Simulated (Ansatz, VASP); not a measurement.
# Al (linear Al chain) in two plane-wave programs

Aim: how closely do two programs agree when they are given the same cell, functional and k mesh? The structure shown is the end of the Ansatz relaxation below. Other levels of theory on this material are compared in a session of their own.

Main program and level: Ansatz 0.2.0; plane waves, with VASP 6.6.1 beside it; single point at PBEsol and single point at r2SCAN.

## (1) The starting structure

The cell holds 1 atom: 1 Al. Cell: a = 7.500 Å, b = 7.500 Å, c = 2.407 Å, α = 90.0°, β = 90.0°, γ = 90.0°. Vacuum lies along a and b. The structure's axis is c.

## (2) Ansatz: relaxation, PBEsol

Ansatz runs on its default PAW (the set named soft_2) files.

This run makes the geometry at which the two programs are then compared.

input.yaml

```yaml
crystal:
  lattice:
    - [7.5, 0.0, 0.0]
    - [0.0, 7.5, 0.0]
    - [0.0, 0.0, 2.2506]
  atoms:
    - { symbol: Al, position: [0.5, 0.5, 0.0], spin: 0.5 }
magnetization:
  spin_polarized: true
kpoints:
  mp_grid: { grid: [1, 1, 36] }
scf:
  occupations: { method: fermi_dirac, width: 0.05 }
hamiltonian:
  xc: pbesol
relax:
  cell: { fix: [a, b, alpha, beta, gamma] }
  max_steps: 60
```

The run is started by

```
ansatz run input.yaml --threads 4 --pin off --max-ram 8192MiB --backend cpu --events-out ev --progress --plain --runs-dir out
```

Numbers of over 12 decimals in the logs are rounded to 6 here.

Log:

```text
Engine: ansatz 0.2.0, aarch64-unknown-linux-gnu
Pseudopotentials: kind: paw
Pseudopotential: Al, paw, valence charge 3, recommended cutoff 420 eV (normal), Al.paw.azcp
Functional definition: PBEsol
  exchange = pbesol_x
  correlation = pbesol_c
Crystal: 1 atoms, lattice volume = 126.596 Å³
Basis set: ecut = 420 eV, 2463 PW (Γ), exchange–correlation on 108×108×32 points (8 copies of the dense FFT grid, shifted against one another)
Bands: 6, of which v1, the nominal top of the filled ones, is band 2 counted from 1 (1 counted from 0)
Symmetry: 16 space group operations
Space group: P4/mmm (ITA 123), of the structure as read, at distance tolerance 5.0e-5 Å
Magnetic group: BNS 123.339 (UNI 999), of the structure as read, at distance tolerance 5.0e-5 Å
k-points: 19 of 36
Non-local potential: Al, projectors of the file, l = 0: 2, l = 1: 2, l = 2: 1
PAW form: soft (Blöchl's): semilocal exchange-correlation on the pseudo side does not see the compensation charge
PAW frozen core: Al, regenerated for the run's functional, and the local potential with it (the file was generated under x = pbe(κ = 0.804, μ = 0.219515), c = pbe(β = 0.066725))
PAW one-centre angular grid: Al, 110 points (default); XC on 64 Gauss nodes
Initial density: superposition of atomic densities (neutral atoms: chi_scale 0, normalization atom)
Starting moments: Σ|m| = 0.5 μB on 1 of 1 site
Initial wavefunctions: pseudopotential atomic-orbital guess
Functional: x = pbesol(κ = 0.804, μ = 0.123457), c = pbesol(β = 0.046)
SCF iter   1: F=—  HF=-522.473986 eV  |F-HF|=—  |Δ(HF+E_count)|=         —  Δρ=1.09e-2 (↑8.54e-3 ↓1.09e-2)  dr2=6.74e-1  dr2_m=7.70e-3  M=0.272 μB ∫|m|=0.272 μB  β_m=0.30  ethr=3.10e-3  ⟨swp⟩=6.5  Hψ=2654  notcnv=0
preconditioner: auto → LDOS  [metal: Δε(μ)=0.101 eV  Ē_g=7.838 eV  σ=0.050 eV  W_gap=0.46  n_scr=8 (ndim 8)  ℏωp=5.5 eV  f_vac=0.381  D(μ)=1.31/eV (n_scr^D=8)]
spin=Collinear: LDOS preconditioning applied to the charge; magnetization (m = ρ↑ − ρ↓) channel mixes plain (no charge-response kernel on spin).
SCF iter   2: F=—  HF=-522.369586 eV  |F-HF|=—  |Δ(HF+E_count)|=   1.04e-1  Δρ=8.02e-3 (↑6.18e-3 ↓8.02e-3)  dr2=3.69e-1  dr2_m=4.81e-3  M=0.239 μB ∫|m|=0.239 μB  β_m=0.30  ethr=3.10e-3  ⟨swp⟩=2.0  Hψ=613  notcnv=0  defer=14
preconditioner: auto → none  [insulator: Δε(μ)=0.147 eV  Ē_g=7.956 eV  σ=0.050 eV  W_gap=0.63  n_scr=8 (ndim 8)  ℏωp=5.7 eV  f_vac=0.415  D(μ)=1.17/eV (n_scr^D=8)  ε∞_Penn≈1.5]
SCF iter   3: F=—  HF=-522.226652 eV  |F-HF|=—  |Δ(HF+E_count)|=   1.43e-1  Δρ=3.18e-3 (↑3.18e-3 ↓2.71e-3)  dr2=1.38e-2  dr2_m=2.98e-3  M=0.210 μB ∫|m|=0.210 μB  β_m=0.30  ethr=3.10e-3  ⟨swp⟩=2.3  Hψ=433  notcnv=0  defer=14
SCF iter   4: F=—  HF=-522.243627 eV  |F-HF|=—  |Δ(HF+E_count)|=   1.70e-2  Δρ=1.78e-3 (↑1.49e-3 ↓1.78e-3)  dr2=4.33e-3  dr2_m=1.75e-3  M=0.191 μB ∫|m|=0.192 μB  β_m=0.30  ethr=4.59e-4  ⟨swp⟩=2.5  Hψ=451  notcnv=0  defer=19
SCF iter   5: F=—  HF=-522.248219 eV  |F-HF|=—  |Δ(HF+E_count)|=   4.59e-3  Δρ=1.00e-3 (↑1.00e-3 ↓9.58e-4)  dr2=1.39e-5  dr2_m=1.11e-3  M=0.173 μB ∫|m|=0.175 μB  β_m=0.30  ethr=1.44e-4  ⟨swp⟩=3.0  Hψ=408  notcnv=0  defer=19
SCF iter   6: F=—  HF=-522.249570 eV  |F-HF|=—  |Δ(HF+E_count)|=   1.35e-3  Δρ=8.00e-4 (↑8.00e-4 ↓7.93e-4)  dr2=1.59e-6  dr2_m=7.36e-4  M=0.158 μB ∫|m|=0.160 μB  β_m=0.30  ethr=4.62e-7  ⟨swp⟩=2.2  Hψ=385  notcnv=0  defer=17
SCF iter   7: F=—  HF=-522.250541 eV  |F-HF|=—  |Δ(HF+E_count)|=   9.71e-4  Δρ=6.65e-4 (↑6.60e-4 ↓6.65e-4)  dr2=2.21e-7  dr2_m=5.10e-4  M=0.144 μB ∫|m|=0.145 μB  β_m=0.30  ethr=5.31e-8  ⟨swp⟩=2.1  Hψ=384  notcnv=0  defer=18
Mixer restart at iter 7: flushing history
spin-set hold released at iteration 7 (site moments contracting): the magnetisation degrees of freedom join the quasi-Newton model from the next iteration; the mixer history was flushed
SCF iter   8: F=—  HF=-522.251279 eV  |F-HF|=—  |Δ(HF+E_count)|=   7.38e-4  Δρ=5.64e-4 (↑5.64e-4 ↓5.64e-4)  dr2=1.09e-8  dr2_m=3.70e-4  M=0.130 μB ∫|m|=0.132 μB  β_m=0.42  ethr=7.35e-9  ⟨swp⟩=2.9  Hψ=328  notcnv=0  defer=18
SCF iter   9: F=—  HF=-522.253356 eV  |F-HF|=—  |Δ(HF+E_count)|=   2.08e-3  Δρ=3.08e-4 (↑3.08e-4 ↓3.07e-4)  dr2=1.20e-8  dr2_m=1.10e-4  M=0.076 μB ∫|m|=0.079 μB  β_m=0.70  ethr=3.63e-10  ⟨swp⟩=4.3  Hψ=477  notcnv=0  defer=18
SCF iter  10: F=—  HF=-522.254765 eV  |F-HF|=—  |Δ(HF+E_count)|=   1.41e-3  Δρ=5.77e-5 (↑3.88e-5 ↓5.77e-5)  dr2=1.11e-6  dr2_m=2.69e-6  M=0.002 μB ∫|m|=0.003 μB  β_m=0.78  ethr=3.63e-10  ⟨swp⟩=5.4  Hψ=696  notcnv=0  defer=18
SCF iter  11: F=—  HF=-522.254748 eV  |F-HF|=—  |Δ(HF+E_count)|=   1.69e-5  Δρ=1.54e-5 (↑1.54e-5 ↓1.41e-5)  dr2=5.50e-8  dr2_m=2.47e-7  M=0.003 μB ∫|m|=0.003 μB  β_m=0.77  ethr=3.63e-10  ⟨swp⟩=1.6  Hψ=728  notcnv=0
SCF iter  12: F=—  HF=-522.254750 eV  |F-HF|=—  |Δ(HF+E_count)|=   2.41e-6  Δρ=2.07e-6 (↑1.89e-6 ↓2.07e-6)  dr2=8.19e-10  dr2_m=4.48e-9  M=-0.000 μB ∫|m|=0.000 μB  β_m=0.86  ethr=3.63e-10  ⟨swp⟩=5.0  Hψ=567  notcnv=0
[...]
SCF 3 converged in 8 iterations: F = -522.390444 eV  dr2 = 1.47e-11
  greatest PAW one-centre occupation: 0.489 electrons in one spin orbital (limit 2), on the Al atom at site 0 (counted from 0), in its partial waves of l = 0
relax step   3: F+E_penalty+E_count = -522.39044442 eV  Δ(F+E_penalty+E_count) = -1.851e-2 eV  max|allowed force component| = 0.000e0 eV/Å  Δτ_max = 0.0000 Å  P = +0.264 GPa  Ω = 134.587 Å³  energy of the carried Pulay correction = -4.507e-4 eV  fix = [a, b, alpha, beta, gamma]  reactions: a +0.195, b +0.195 GPa  (8 SCF iters, dr2 threshold 1.00e-7 eV, accepted)
[...]
relax step   4: F+E_penalty+E_count = -522.39144644 eV  Δ(F+E_penalty+E_count) = -1.002e-3 eV  max|allowed force component| = 0.000e0 eV/Å  Δτ_max = 0.0000 Å  P = +0.132 GPa  Ω = 135.417 Å³  energy of the carried Pulay correction = -4.962e-4 eV  fix = [a, b, alpha, beta, gamma]  reactions: a +0.195, b +0.195 GPa  (8 SCF iters, dr2 threshold 1.00e-7 eV, accepted)
[...]
relax step   5: F+E_penalty+E_count = -522.39251630 eV  Δ(F+E_penalty+E_count) = -1.070e-3 eV  max|allowed force component| = 0.000e0 eV/Å  Δτ_max = 0.0000 Å  P = +0.142 GPa  Ω = 135.417 Å³  fix = [a, b, alpha, beta, gamma]  reactions: a +0.200, b +0.200 GPa  stress off target by 2.84e-2 GPa on what of the cell is left free  SCF on the basis re-selected at this cell (its energy is not comparable with the rows above)  (5 SCF iters)
basis re-selected at this cell: Δ(F+E_penalty+E_count) = -1.070e-3 eV, ΔP = +0.011 GPa vs the last step (what re-selecting the basis moved, of the pressure what is left beyond the Pulay correction that the steps carried, after the strain that the cell walked since its last selection, with what the two solves' SCF thresholds leave and, on support functions, any second-order correction that the steps lacked; it is no measure of the basis error at this ecutwfc). The dense FFT grid was sized anew with the basis: this SCF ran on 54×54×18 points, the steps before it on 54×54×16, so part of this shift can come from that change (see relax.cell in the input reference). [rest of the remark cut]
SCF converged after 5 iterations
Magnetization: 0.0000 μB (1.5000 up, 1.5000 down)
Absolute magnetization: 0.0000 μB (∫|ρ↑−ρ↓|, with the PAW one-centre terms)
Spin contamination: 0.0000 ħ² per cell (⟨S²⟩ above its minimum at these occupations)
Per-site moments (μB) at R_I (Å): [(1.0658686846030915e-7, 0.993058)]
Free energy (F): -522.392516 eV
Harris-Foulkes:  -522.392516 eV  (|F-HF|=4.52e-11)
Internal energy: -522.381586 eV  (E = F + TS)
E sigma→0 (E₀):  -522.387051 eV
Entropy (-TS):   -0.010930 eV (-10.930 meV/atom)
Fermi energy:    -2.551046 eV
--- Per-component energies (eV) ---
  E_band       = -16.757667
  E_kinetic    = 19.294251
  E_local      = -73.905530  (includes V_loc(G=0)·N_el)
  E_nonlocal   = 11.252114
  E_hartree    = 27.669656
  E_xc         = -36.273073
  E_vxc        = -25.007436  (∫ρ·V_xc dr)
  E_paw        = -454.820583  (= ΣΔE_a)
  E_vpaw       = -3.730348  (= ΣTr[D̂ρ^β])
  E_aug_tail   = -0.000002  (compensation charges beyond the density's cutoff)
  E_ewald      = -15.617556
  E_core_change = 0.019139  (= ΣΔE_core)
  E_smearing   = -0.010930  (= −TS)
  E_closure    = 0.000000  (closes the sum)
  Σ components = -522.392516   (vs F -522.392516, Δ=0.00e0)
--- Forces (eV/Å), atoms counted from 1 ---
  atom   1  Al     0.00000000    -0.00000000     0.00000000
  max |Σ_I F_I| component: 1.97e-31 eV/Å
--- Stress (GPa, compression-positive) ---
        0.199527       0.000000       0.000000
        0.000000       0.199527       0.000000
        0.000000       0.000000       0.028403
  P = ⅓ Tr σ = 0.1425 GPa (1.425 kbar)
--- Relaxed structure (4 steps of the walk, 4 accepted, 1 SCFs on fresh bases) ---
  F+E_penalty+E_count = -522.39251630 eV   max|allowed force component| = 0.000e0 eV/Å   (the final SCF, on the basis selected at the relaxed cell)
  cell:  # Å, volume = 135.4170 Å³
    - [7.5, 0.0, 0.0]
    - [0.0, 7.5, 0.0]
    - [0.0, 0.0, 2.407414]
  atoms:
    - { symbol: Al, position: [0.5, 0.5, 0.0] }
```

Reading the cycles: dr2 is the Hartree energy of the density residual (eV), the measure of convergence; HF is the Harris–Foulkes estimate of the energy, which meets the free energy F at convergence.

## (3) VASP: single point, PBEsol

The same cell, functional, mesh and smearing now go to VASP, with its own data sets.

Lines of VASP's logs that name or quote its potential files are left out, and so is its time.

INCAR

```
SYSTEM = Al
PREC = Accurate
ENCUT = 500
EDIFF = 1E-06
NELM = 200
ISMEAR = -1
SIGMA = 0.05
LREAL = .FALSE.
ALGO = Normal
GGA = PS
NBANDS = 8
ISPIN = 2
MAGMOM = 0
LORBIT = 11
LWAVE = .FALSE.
LCHARG = .FALSE.
ISIF = 2
LASPH = .TRUE.
GGA_COMPAT = .FALSE.
```

POSCAR

```
Al
1.0
    7.5000000000      0.0000000000      0.0000000000
    0.0000000000      7.5000000000      0.0000000000
    0.0000000000      0.0000000000      2.4074140674
Al
1
Direct
    0.5000000000      0.5000000000      0.0000000000
```

KPOINTS

```
Automatic mesh
0
Gamma
1 1 36
0 0 0
```

The projector-augmented-wave data sets are Al (PBE family, release 64).

The run is started by

```
mpirun -np 1 vasp_std
```

Log:

```text
[banner, memory and clock lines left out]
running    1 mpi-ranks, on    1 nodes
 distrk:  each k-point on    1 cores,    1 groups
 distr:  one band on    1 cores,    1 groups

 POSCAR found type information on POSCAR Al
 POSCAR found :  1 types and       1 ions
|                                                                             |
|               ----> ADVICE to this user running VASP <----                  |
|                                                                             |
|     You enforced a specific xc type in the INCAR file but a different       |
|     [... a line on the potential file left out ...]
|     I HOPE YOU KNOW WHAT YOU ARE DOING!                                     |
|                                                                             |

 LDA part: xc-table for (Slater+PW92), standard interpolation
 POSCAR, INCAR and KPOINTS ok, starting setup
 FFT: planning ... GRIDC
 FFT: planning ... GRID_SOFT
 FFT: planning ... GRID
 WAVECAR not read
 entering main loop
       N       E                     dE             d eps       ncg     rms          rms(c)
DAV:   1     0.358970481216E+01    0.35897E+01   -0.71509E+02   608   0.169E+02
DAV:   2    -0.198604870870E+01   -0.55758E+01   -0.48224E+01   784   0.224E+01
DAV:   3    -0.209228512580E+01   -0.10624E+00   -0.10560E+00   864   0.433E+00
DAV:   4    -0.209404131473E+01   -0.17562E-02   -0.17557E-02   896   0.600E-01
DAV:   5    -0.209406921782E+01   -0.27903E-04   -0.27903E-04   888   0.577E-02    0.194E+00
DAV:   6    -0.198569560041E+01    0.10837E+00   -0.83050E-02   680   0.745E-01    0.111E+00
DAV:   7    -0.193066135097E+01    0.55034E-01   -0.17505E-01   672   0.111E+00    0.133E-01
DAV:   8    -0.193318562857E+01   -0.25243E-02   -0.49315E-03   656   0.339E-01    0.642E-02
DAV:   9    -0.193326534220E+01   -0.79714E-04   -0.16842E-03   608   0.132E-01    0.394E-02
DAV:  10    -0.193359891058E+01   -0.33357E-03   -0.94747E-05   640   0.551E-02    0.247E-02
DAV:  11    -0.193386293923E+01   -0.26403E-03   -0.58956E-05   656   0.419E-02    0.125E-02
DAV:  12    -0.193399607970E+01   -0.13314E-03   -0.53324E-05   640   0.309E-02    0.433E-03
DAV:  13    -0.193401919954E+01   -0.23120E-04   -0.66056E-06   664   0.126E-02    0.443E-03
DAV:  14    -0.193401985702E+01   -0.65748E-06   -0.51236E-07   728   0.289E-03
   1 F= -.19340199E+01 E0= -.19285606E+01  d E =-.109186E-01  mag=     0.0000
```

(Part 1 of 2 ends here.)

[Lines on the potential files, build, host, timing and source positions are cut from VASP's logs without a mark.]

[Logs are printed without paths, hosts, clocks, repeated set-up lines and the standing remarks that a program may print on its own settings, such as how far it seeks lower states.]

[Hosts, paths, dates, database ids (printed as entryN), source tags and the programs' standing remarks are cut or masked in the printed files.]
